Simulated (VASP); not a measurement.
Given:

```xyz
6
Lattice="1.8685 -7.3174 0.0000 1.8685 7.3174 0.0000 0.0000 0.0000 3.7167" Properties=species:S:1:pos:R:3 pbc="T T T"
Ge     1.8685    -6.4264     0.9292
Ge     1.8685     6.4264     2.7875
Ge     1.8685     3.6604     0.9292
Ge     1.8685    -3.6604     2.7875
Hf     1.8685    -1.5311     0.9292
Hf     1.8685     1.5311     2.7875
```

These are LDA (Ceperley-Alder, Perdew-Zunger), VASP's LDA PAW potentials (set 64) (plane waves; VASP 6.6.1) values and carry that method's errors. Numerical set-up: 400 eV cut-off, Gaussian smearing of 0.050 eV, potentials Ge_d Hf_pv.

Unless said otherwise, spin-orbit coupling is left out, though it shifts the bands of the heavy elements here.

**Question.** What does the run give for the band gap (along the path) with the smallest direct gap where there is one?

**Answer.** 
```yaml
band gap (along the path): none (metal, semimetal or under 0.01 eV)
```

Total energies compare only between runs with the same potentials, cut-off and functional.

The structure was generated: HfGe2 was put into the C49 type (Cmcm), which need not be its known phase. It was relaxed first, which changed the volume by -6 %.
